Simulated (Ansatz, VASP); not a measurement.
## Ta2H2NO2 (Ta2N(OH)2 MXene monolayer) in two plane-wave programs

One calculation is typed for both programs; each brings its own data sets. How far apart do they land? The cell is taken from a series of runs on this material, whose earlier steps may have relaxed, scaled, displaced or heated it; both programs get it as it stands.

Calculated with Ansatz 0.2.0; plane waves, with VASP 6.6.1 beside it; single point at PBE with D3(BJ).

### Step 1. Set-up

The cell holds 7 atoms: 2 H, 2 O, 2 Ta and 1 N. Its edges and angles: a = 3.243 Å, b = 3.243 Å, c = 24.638 Å, α = 90.0°, β = 90.0°, γ = 120.0°. Vacuum lies along c.

### Step 2. Ansatz: single point, PBE with D3(BJ)

Ansatz runs on its default PAW (the set named soft_2) files.

With cell and atoms fixed, the geometry can't cause a difference; cores, projectors, grids and the points listed under the comparison can.

Contents of input.yaml:

```yaml
crystal:
  lattice:
    - [3.2428470238, 0.0, 0.0]
    - [-1.6214235119, 2.8083879032, 0.0]
    - [0.0, 0.0, 24.6375346504]
  atoms:
    - { symbol: H, position: [0.3333333333, 0.6666666667, 0.3652962899] }
    - { symbol: O, position: [0.3333333333, 0.6666666667, 0.4051900036] }
    - { symbol: Ta, position: [0.6666666667, 0.3333333333, 0.4577035284] }
    - { symbol: "N", position: [0.0, 0.0, 0.5] }
    - { symbol: Ta, position: [0.3333333333, 0.6666666667, 0.5422964716] }
    - { symbol: O, position: [0.6666666667, 0.3333333333, 0.5948099964] }
    - { symbol: H, position: [0.6666666667, 0.3333333333, 0.6347037101] }
kpoints:
  mp_grid: { grid: [18, 18, 1] }
  band_path:
    path: [[0, 0, 0], [0.5, 0, 0], [0.33333333, 0.33333333, 0], [0, 0, 0]]
    npoints: 16
hamiltonian:
  xc: pbe
  dispersion: d3bj
scf:
  occupations: { method: fermi_dirac, width: 0.02585 }
  convergence: { dr2_threshold: 1.0e-10 }
efield:
  axis: 3
  dipole_correction: true
  ramp_position: 0.97
  ramp_width: 0.06
  amplitude: 0
output:
  dos: { projected: true, e_range: [-6, 5] }
  bader: true
  write_potential: true
  write_density: true
  volumetric_format: npy
  elf: true
```

The run is started by

```
> ansatz run input.yaml --threads 4 --pin off --max-ram 6144MiB --backend cpu --events-out ev --progress --plain --runs-dir out
```

Numbers of over 12 decimals in the logs are rounded to 6 here.

What it wrote:

```text
Engine: ansatz 0.2.0, x86_64-unknown-linux-gnu
Pseudopotentials: kind: paw
Pseudopotential: H, paw, valence charge 1, recommended cutoff 420 eV (normal), H.paw.azcp
Pseudopotential: O, paw, valence charge 6, recommended cutoff 420 eV (normal), O.paw.azcp
Pseudopotential: Ta, paw, valence charge 13, recommended cutoff 420 eV (normal), Ta.paw.azcp
Pseudopotential: N, paw, valence charge 5, recommended cutoff 420 eV (normal), N.paw.azcp
Functional definition: PBE
  parameter kappa = 0.804
  parameter beta = 0.066725
  exchange = pbe_x(kappa = kappa, mu = beta*pi^2/3)
  correlation = pbe_c(beta = beta)
Crystal: 7 atoms, lattice volume = 224.378 Å³
Basis set: ecut = 420 eV, 4487 PW (Γ)
Bands: 30, of which v1, the nominal top of the filled ones, is band 23 counted from 1 (22 counted from 0)
Symmetry: 6 space group operations
k-points: 37 of 324 (time reversal used)
Non-local potential: H, projectors of the file, l = 0: 2, l = 1: 1
Non-local potential: O, projectors of the file, l = 0: 2, l = 1: 2, l = 2: 1
Non-local potential: Ta, projectors of the file, l = 0: 3, l = 1: 2, l = 2: 2, l = 3: 1
Non-local potential: N, projectors of the file, l = 0: 2, l = 1: 2, l = 2: 1
PAW form: soft (Blöchl's): semilocal exchange-correlation on the pseudo side does not see the compensation charge
PAW one-centre angular grid: H, 110 points (default); XC on 64 Gauss nodes
PAW one-centre angular grid: O, 110 points (default); XC on 64 Gauss nodes
PAW one-centre angular grid: Ta, 590 points (default); XC on 64 Gauss nodes
PAW one-centre angular grid: N, 110 points (default); XC on 64 Gauss nodes
Initial density: superposition of atomic densities (neutral atoms: chi_scale 0, normalization atom), corrected by the library's trained network
Initial wavefunctions: pseudopotential atomic-orbital guess
Functional: x = pbe(κ = 0.804, μ = 0.219515), c = pbe(β = 0.066725)
SCF iter   1: F=—  HF=-21418.276862 eV  |F-HF|=—  |Δ(HF+E_count)|=         —  Δρ=4.91e-3  dr2=7.09e-1  ethr=1.77e-3  p=0.000 e·Å  D=1.46e-13 V/Å  ΔV_dip=-0.00 eV  dr2_dipole=8.50e-9  V_vac-E_F(+/−)=1.87/1.87 eV  ⟨swp⟩=8.6  Hψ=5596  notcnv=0  defer=1
efield: sawtooth ramp at fractional position 0.9700 (set: `efield.ramp_position`, or a place that a band, a saddle search or an elastic batch's reference lends), width 0.0600; the density the first Hamiltonian is built on has a dipole p = 0.000 e·Å; the dipole correction subtracts the counter field D = 1.46e-13 V/Å, which shifts the + side's vacuum level by -0.00 eV against the − side's; the planar-averaged density in the ramp window peaks in size at 2.0e-5 e/Å³
preconditioner: auto → LDOS  [insulator: Δε(μ)=0.085 eV  Ē_g=11.644 eV  σ=0.026 eV  W_gap=0.67  n_scr=16 (ndim 8)  ℏωp=13.3 eV  f_vac=0.665  D(μ)=1.77/eV (n_scr^D=8)  ε∞_Penn≈2.3  β→1.0]
SCF iter   2: F=—  HF=-21418.226459 eV  |F-HF|=—  |Δ(HF+E_count)|=   5.04e-2  Δρ=1.53e-3  dr2=1.08e-2  ethr=1.58e-3  p=0.000 e·Å  D=5.82e-6 V/Å  ΔV_dip=-0.00 eV  dr2_dipole=4.53e-7  V_vac-E_F(+/−)=2.45/2.45 eV  ⟨swp⟩=2.0  Hψ=1538  notcnv=0  defer=39
SCF iter   3: F=—  HF=-21418.225954 eV  |F-HF|=—  |Δ(HF+E_count)|=   5.05e-4  Δρ=1.02e-3  dr2=1.08e-2  ethr=2.39e-5  p=-0.000 e·Å  D=-1.55e-5 V/Å  ΔV_dip=0.00 eV  dr2_dipole=4.51e-8  V_vac-E_F(+/−)=2.58/2.58 eV  ⟨swp⟩=2.9  Hψ=1926  notcnv=0  defer=52
SCF iter   4: F=—  HF=-21418.225205 eV  |F-HF|=—  |Δ(HF+E_count)|=   7.50e-4  Δρ=3.52e-4  dr2=5.77e-4  ethr=2.39e-5  p=-0.000 e·Å  D=-4.16e-6 V/Å  ΔV_dip=0.00 eV  dr2_dipole=4.70e-10  V_vac-E_F(+/−)=2.69/2.69 eV  ⟨swp⟩=2.0  Hψ=1702  notcnv=0  defer=52
SCF iter   5: F=—  HF=-21418.225241 eV  |F-HF|=—  |Δ(HF+E_count)|=   3.63e-5  Δρ=1.35e-4  dr2=6.31e-5  ethr=1.28e-6  p=-0.000 e·Å  D=-9.41e-7 V/Å  ΔV_dip=0.00 eV  dr2_dipole=1.10e-10  V_vac-E_F(+/−)=2.75/2.75 eV  ⟨swp⟩=2.2  Hψ=1635  notcnv=0  defer=52
SCF iter   6: F=—  HF=-21418.225267 eV  |F-HF|=—  |Δ(HF+E_count)|=   2.66e-5  Δρ=5.38e-5  dr2=2.89e-5  ethr=1.40e-7  p=0.000 e·Å  D=1.01e-7 V/Å  ΔV_dip=-0.00 eV  dr2_dipole=2.00e-10  V_vac-E_F(+/−)=2.77/2.77 eV  ⟨swp⟩=3.0  Hψ=2143  notcnv=0  defer=52
SCF iter   7: F=—  HF=-21418.225273 eV  |F-HF|=—  |Δ(HF+E_count)|=   5.07e-6  Δρ=1.91e-5  dr2=3.40e-6  ethr=6.43e-8  p=-0.000 e·Å  D=-6.82e-8 V/Å  ΔV_dip=0.00 eV  dr2_dipole=2.79e-13  V_vac-E_F(+/−)=2.78/2.78 eV  ⟨swp⟩=3.1  Hψ=1836  notcnv=0  defer=52
SCF iter   8: F=—  HF=-21418.225174 eV  |F-HF|=—  |Δ(HF+E_count)|=   9.88e-5  Δρ=5.60e-6  dr2=2.16e-7  ethr=7.56e-9  p=-0.000 e·Å  D=-7.72e-8 V/Å  ΔV_dip=0.00 eV  dr2_dipole=2.76e-14  V_vac-E_F(+/−)=2.78/2.78 eV  ⟨swp⟩=2.2  Hψ=1567  notcnv=0  defer=52
SCF iter   9: F=—  HF=-21418.225174 eV  |F-HF|=—  |Δ(HF+E_count)|=   1.76e-7  Δρ=1.25e-6  dr2=5.99e-9  ethr=4.81e-10  p=-0.000 e·Å  D=-4.88e-8 V/Å  ΔV_dip=0.00 eV  dr2_dipole=1.04e-13  V_vac-E_F(+/−)=2.78/2.78 eV  ⟨swp⟩=2.2  Hψ=1491  notcnv=0  defer=52
SCF iter  10: F=—  HF=-21418.225174 eV  |F-HF|=—  |Δ(HF+E_count)|=   1.14e-8  Δρ=2.57e-7  dr2=2.71e-10  ethr=1.33e-11  p=-0.000 e·Å  D=-1.29e-8 V/Å  ΔV_dip=0.00 eV  dr2_dipole=8.04e-16  V_vac-E_F(+/−)=2.78/2.78 eV  ⟨swp⟩=2.5  Hψ=1659  notcnv=0  defer=52
SCF iter  11: F=-21418.225174 eV  HF=-21418.225174 eV  |F-HF|=2.18e-11  |Δ(HF+E_count)|=  5.28e-10  Δρ=7.88e-8  dr2=4.66e-11  ethr=1.00e-12  p=-0.000 e·Å  D=-4.78e-9 V/Å  ΔV_dip=0.00 eV  dr2_dipole=5.38e-14  V_vac-E_F(+/−)=2.78/2.78 eV  ⟨swp⟩=12.5  Hψ=3587  notcnv=0
SCF 1 converged in 11 iterations: F = -21418.225174 eV  dr2 = 4.66e-11
  greatest PAW one-centre occupation: 0.999 electrons in one spin orbital (limit 2), on the Ta atom at site 4 (counted from 0), in its partial waves of l = 0
NSCF: frozen V_eff on 49 k-points
efield: sawtooth ramp at fractional position 0.9700 (kept from the solve that this one continues, or follows in the run), width 0.0600; the density the first Hamiltonian is built on has a dipole p = -0.000 e·Å; the dipole correction subtracts the counter field D = -4.78e-9 V/Å, which shifts the + side's vacuum level by +0.00 eV against the − side's; the planar-averaged density in the ramp window peaks in size at 6.1e-6 e/Å³
WARN: The output density's exchange-correlation potential varies sharply where the density is thin. Do not read a vacuum level from v_tot or v_xc, or from such a field of the output density. On a cell that repeats whose density bears no net charge and no dipole along the vacuum's axis use v_es (v_loc + v_h of the components); under efield.dipole_correction with no amplitude use v_es + v_field, which holds any externa [...]
SCF converged after 11 iterations
Free energy (F): -21418.225174 eV
Harris-Foulkes:  -21418.225174 eV  (|F-HF|=2.18e-11)
Internal energy: -21418.217341 eV  (E = F + TS)
E sigma→0 (E₀):  -21418.221258 eV
Entropy (-TS):   -0.007833 eV (-1.119 meV/atom)
Fermi energy:    2.675562 eV
Dipole field:    D = -0.000000 V/Å  (p = -0.000000 e·Å, saw-weighted, corrected)
Work function:   Φ+ = 2.7782 eV   Φ− = 2.7782 eV
Levels:          The Fermi level and band energies are counted from a zero that moves with the ramp; work functions are not
--- Per-component energies (eV) ---
  E_band       = -868.399730
  E_kinetic    = 1249.145396
  E_local      = -50678.067771  (includes V_loc(G=0)·N_el)
  E_nonlocal   = 175.176545
  E_hartree    = 24701.128391
  E_xc         = -662.865348
  E_vxc        = -696.529669  (∫ρ·V_xc dr)
  E_paw        = -17239.779241  (= ΣΔE_a)
  E_vpaw       = -320.385491  (= ΣTr[D̂ρ^β])
  E_aug_tail   = 0.003024  (compensation charges beyond the density's cutoff)
  E_efield     = 0.000000  (sawtooth field / dipole correction)
  E_vefield    = 0.000000  (∫n·V_field dr)
  E_ewald      = 21038.305855
  E_disp       = -1.264193  (pairwise vdW)
  E_smearing   = -0.007833  (= −TS)
  E_closure    = -0.000000  (closes the sum)
  Σ components = -21418.225174   (vs F -21418.225174, Δ=0.00e0)
--- Band table (eV; the first three rows and the last of 37) ---
  k-point 0: bands = [... 19 lower, -2.7784, 0.4027, 0.4027, 1.8082, 2.2903, 2.4074, 2.7853, 4.4088, ... 3 higher]
  k-point 1: bands = [... 19 lower, -2.8309, 0.3145, 0.4838, 1.8995, 2.3911, 2.4103, 2.8503, 4.3175, ... 3 higher]
  k-point 2: bands = [... 19 lower, -2.9641, 0.0900, 0.7105, 2.0633, 2.4790, 2.5458, 3.1178, 4.1732, ... 3 higher]
  k-point 36: bands = [... 19 lower, -3.9082, 1.0883, 1.0883, 1.6394, 4.5708, 4.5708, 5.1715, 6.2184, ... 3 higher]
--- Bader charges: 7 sites ---
  site symbol  charge [e]  shift [e]
     0      H      0.4840     0.0017
     1      O     -1.3304     0.0028
     2     Ta      1.7425     0.0005
     3      N     -1.7923     0.0011
     4     Ta      1.7425     0.0005
     5      O     -1.3304     0.0028
     6      H      0.4840     0.0017
  estimated error of the sums over rays = 6.9e-4 e
```

### Step 3. VASP: single point, PBE with D3(BJ)

The same cell, functional, mesh and smearing now go to VASP, with its own data sets.

Lines of VASP's logs that name or quote its potential files are left out, and so is its time.

Contents of INCAR:

```
SYSTEM = Ta2H2NO2
PREC = Accurate
ENCUT = 520
EDIFF = 1E-06
NELM = 120
ISMEAR = -1
SIGMA = 0.02585
LREAL = .FALSE.
ALGO = Normal
GGA = PE
IVDW = 12
NBANDS = 27
LASPH = .TRUE.
LORBIT = 11
LWAVE = .FALSE.
LCHARG = .FALSE.
ISIF = 2
LDIPOL = .TRUE.
IDIPOL = 3
DIPOL = 0.5 0.5 0.5
LVHAR = .TRUE.
GGA_COMPAT = .FALSE.
NELMDL = -8
KPAR = 2
```

Contents of POSCAR:

```
Ta2H2NO2
1.0
    3.2428470238      0.0000000000      0.0000000000
   -1.6214235119      2.8083879032      0.0000000000
    0.0000000000      0.0000000000     24.6375346504
H O Ta N
2 2 2 1
Direct
    0.3333333333      0.6666666667      0.3652962899
    0.6666666667      0.3333333333      0.6347037101
    0.3333333333      0.6666666667      0.4051900036
    0.6666666667      0.3333333333      0.5948099964
    0.6666666667      0.3333333333      0.4577035284
    0.3333333333      0.6666666667      0.5422964716
    0.0000000000      0.0000000000      0.5000000000
```

Contents of KPOINTS:

```
Automatic mesh
0
Gamma
18 18 1
0 0 0
```

The projector-augmented-wave data sets are H, O, Ta_pv and N (PBE family, release 64).

The run is started by

```
> mpirun -np 2 vasp_std
```

What it wrote:

```text
[banner, memory and clock lines left out]
running    2 mpi-ranks, on    1 nodes
 distrk:  each k-point on    1 cores,    2 groups
 distr:  one band on    1 cores,    1 groups

 POSCAR found type information on POSCAR H O TaN
 POSCAR found :  4 types and       7 ions
 LDA part: xc-table for (Slater+PW92), standard interpolation
 POSCAR, INCAR and KPOINTS ok, starting setup
 FFT: planning ... GRIDC
 FFT: planning ... GRID_SOFT
 FFT: planning ... GRID
 WAVECAR not read
 entering main loop
       N       E                     dE             d eps       ncg     rms          rms(c)
DAV:   1     0.356780435692E+03    0.35678E+03   -0.21006E+04  2334   0.125E+03
DAV:   2    -0.236814596446E+02   -0.38046E+03   -0.37230E+03  2482   0.326E+02
DAV:   3    -0.618801139741E+02   -0.38199E+02   -0.37706E+02  2412   0.101E+02
DAV:   4    -0.631112969383E+02   -0.12312E+01   -0.12095E+01  2718   0.183E+01
DAV:   5    -0.631347519271E+02   -0.23455E-01   -0.23393E-01  2561   0.244E+00
DAV:   6    -0.631354810091E+02   -0.72908E-03   -0.72854E-03  2753   0.430E-01
DAV:   7    -0.631355057255E+02   -0.24716E-04   -0.24711E-04  2572   0.752E-02
DAV:   8    -0.631355068169E+02   -0.10914E-05   -0.10910E-05  2643   0.156E-02    0.328E+01
DAV:   9    -0.558486285472E+02    0.72869E+01   -0.40867E+01  2610   0.361E+01    0.144E+01
DAV:  10    -0.555825325555E+02    0.26610E+00   -0.23127E+00  2780   0.897E+00    0.717E+00
DAV:  11    -0.555416758044E+02    0.40857E-01   -0.64469E-01  2761   0.589E+00    0.985E-01
DAV:  12    -0.554978821615E+02    0.43794E-01   -0.19176E-01  2804   0.264E+00    0.387E-01
DAV:  13    -0.554963177664E+02    0.15644E-02   -0.50467E-02  2508   0.983E-01    0.209E-01
DAV:  14    -0.554953528234E+02    0.96494E-03   -0.58866E-03  2542   0.424E-01    0.811E-02
DAV:  15    -0.554953260470E+02    0.26776E-04   -0.90245E-04  2467   0.194E-01    0.455E-02
DAV:  16    -0.554952385329E+02    0.87514E-04   -0.18278E-04  2764   0.951E-02    0.181E-02
DAV:  17    -0.554951827631E+02    0.55770E-04   -0.11044E-04  2568   0.506E-02    0.110E-02
DAV:  18    -0.554951332829E+02    0.49480E-04   -0.93523E-05  2408   0.272E-02    0.126E-02
DAV:  19    -0.554951307872E+02    0.24957E-05   -0.29868E-05  2240   0.174E-02    0.463E-03
DAV:  20    -0.554951305610E+02    0.22622E-06   -0.59521E-06  1955   0.774E-03
   1 F= -.56758206E+02 E0= -.56754296E+02  d E =-.782032E-02
```

From OUTCAR (step 3):

```text
ion  position               nearest neighbor table
   1  0.333  0.667  0.365-   3 0.98
   2  0.667  0.333  0.635-   4 0.98
   3  0.333  0.667  0.405-   1 0.98   5 2.28   5 2.28   5 2.28
   4  0.667  0.333  0.595-   2 0.98   6 2.28   6 2.28   6 2.28
   5  0.667  0.333  0.458-   7 2.14   7 2.14   7 2.14   3 2.28   3 2.28   3 2.28   6 2.80   6 2.80
                             6 2.80
   6  0.333  0.667  0.542-   7 2.14   7 2.14   7 2.14   4 2.28   4 2.28   4 2.28   5 2.80   5 2.80
                             5 2.80
   7  0.000  0.000  0.500-   5 2.14   6 2.14   5 2.14   6 2.14   5 2.14   6 2.14

  LATTYP: Found a hexagonal cell.
 ALAT       =     3.2428470238
 C/A-ratio  =     7.5975013528

 Subroutine GETGRP returns: Found 12 space group operations
 (whereof 12 operations were pure point group operations)

The static configuration has the point symmetry D_3d.

 Found     37 irreducible k-points:

   k-points           NKPTS =     37   k-points in BZ     NKDIM =     37   number of bands    NBANDS=     27

   dimension x,y,z NGX =    24 NGY =   24 NGZ =  192
   dimension x,y,z NGXF=    48 NGYF=   48 NGZF=  384

   ENCUT  =  520.0 eV  38.22 Ry    6.18 a.u.   6.03  6.03 45.81*2*pi/ulx,y,z

   NELECT =      41.0000    total number of electrons

 k-points in reciprocal lattice and weights: Automatic mesh
   0.00000000  0.00000000  0.00000000       0.003
   0.05555556 -0.00000000  0.00000000       0.019
   0.11111111 -0.00000000  0.00000000       0.019
   0.16666667  0.00000000  0.00000000       0.019
   0.22222222 -0.00000000  0.00000000       0.019
   0.27777778  0.00000000  0.00000000       0.019
   0.33333333 -0.00000000  0.00000000       0.019
   0.38888889 -0.00000000  0.00000000       0.019
   0.44444444 -0.00000000  0.00000000       0.019
[...]
0.33333333  0.27777778  0.00000000       0.037
   0.33333333  0.33333333  0.00000000       0.006

 dipolmoment           0.000000      0.000000      0.000000 electrons x Angstroem

 average (electrostatic) potential at core
       1 -42.2465       2 -42.2465       3 -78.6038       4 -78.6038       5 -44.1176
       6 -44.1176       7 -71.2426

 E-fermi :   0.2326

 k-point     1 :       0.0000    0.0000    0.0000
  band No.  band energies     occupation
    ...
     19      -2.0478      2.00000
     20      -2.0478      2.00000
     21      -0.6380      2.00000
     22      -0.1546      2.00000
     23      -0.0363      1.99994
     24       0.3462      0.02445
     25       1.9823      0.00000
     26       1.9864      0.00000
     27       1.9881      0.00000

 k-point     2 :       0.0556   -0.0000    0.0000
  band No.  band energies     occupation
    ...
     19      -2.1356      2.00000
     20      -1.9663      2.00000
     21      -0.5469      2.00000
     22      -0.0542      1.99997
     23      -0.0328      1.99993
     24       0.4110      0.00201
     25       1.8755      0.00000
     26       1.9609      0.00000
     27       2.0072      0.00000

 k-point     3 :       0.1111   -0.0000    0.0000
  band No.  band energies     occupation
    ...
     19      -2.3595      2.00000
     20      -1.7389      2.00000
     21      -0.3834      2.00000
     22       0.0369      1.99897
     23       0.1009      1.98782
     24       0.6773      0.00000
     25       1.7325      0.00000
     26       1.9713      0.00000
     27       2.0582      0.00000

 Edisp (eV)   -1.26308

  Total       0.07384     0.07384     0.38220     0.00000     0.00000     0.00000
  in kB       0.52726     0.52726     2.72910     0.00000     0.00000     0.00000
  external pressure =        1.26 kB  Pullay stress =        0.00 kB

  energy-cutoff  :      520.00
  volume of cell :      224.38
      direct lattice vectors                 reciprocal lattice vectors
     3.242847024  0.000000000  0.000000000     0.308371006  0.178038083  0.000000000
    -1.621423512  2.808387903  0.000000000     0.000000000  0.356076167  0.000000000
     0.000000000  0.000000000 24.637534650     0.000000000  0.000000000  0.040588477

 POSITION                                       TOTAL-FORCE (eV/Angst)
 -----------------------------------------------------------------------------------
     -0.00000      1.87226      9.00000         0.000000      0.000000     -0.090553
      1.62142      0.93613     15.63753         0.000000      0.000000      0.090553
     -0.00000      1.87226      9.98288        -0.000000      0.000000      0.071497
      1.62142      0.93613     14.65465         0.000000     -0.000000     -0.071497
      1.62142      0.93613     11.27669         0.000000     -0.000000     -0.116241
     -0.00000      1.87226     13.36085         0.000000      0.000000      0.116241
      0.00000      0.00000     12.31877         0.000000      0.000000      0.000000
 -----------------------------------------------------------------------------------
    total drift:                                0.000000      0.000000     -0.000000

  FREE ENERGIE OF THE ION-ELECTRON SYSTEM (eV)
  ---------------------------------------------------
  free  energy   TOTEN  =       -56.7582058574 eV

  energy  without entropy=      -56.7503855381  energy(sigma->0) =      -56.75429570

 vacuum level on the upper side and lower side of the slab         3.012         3.012

 total charge
# of ion       s       p       d       tot
------------------------------------------
    1        0.596   0.118   0.000   0.713
    2        0.596   0.118   0.000   0.713
    3        1.552   3.569   0.000   5.122
    4        1.552   3.569   0.000   5.122
    5        0.265   6.188   2.509   8.961
    6        0.265   6.188   2.509   8.961
    7        1.234   2.551   0.000   3.785
--------------------------------------------------
tot          6.060  22.299   5.018  33.378

[... 3 further parts left out ...]
```

### Step 4. Comparison

Known differences besides the potentials themselves: the data sets hold 45 valence electrons in Ansatz (on its default PAW (the set named soft_2) files) and 41 in VASP; the cutoff is 420 eV in Ansatz and 520 eV in VASP. Total energies have different zeros and are not compared.

Compared:

| quantity | Ansatz | VASP | difference |
| --- | --- | --- | --- |
| work function, lower of the two faces (eV) | 2.78 | 2.78 | 0.00 |
| work function, higher of the two faces (eV) | 2.78 | 2.78 | 0.00 |

With vacuum in the cell, a pressure given here is an average over mostly empty space and none of the material.

### Step 5. What came out

```yaml
difference_in_work_function_lower_of_the_two_faces_single_point_pbe_with_d3_bj: -0.0011 eV
```

**Reading.** The difference in work function, lower of the two faces is -0.0011 eV (single point, PBE with D3(BJ)). The data sets hold unlike numbers of valence electrons (45 in Ansatz and 41 in VASP), so part of the differences comes from the potentials. Such differences can come from data sets, numerical settings and the points named under the comparisons, not from the functional's error against experiment.

[Lines on the potential files, build, host, timing and source positions are cut from VASP's logs without a mark.]

[Logs are printed without paths, hosts, clocks, repeated set-up lines and the standing remarks that a program may print on its own settings, such as how far it seeks lower states.]

[Hosts, paths, dates, database ids (printed as entryN), source tags and the programs' standing remarks are cut or masked in the printed files.]
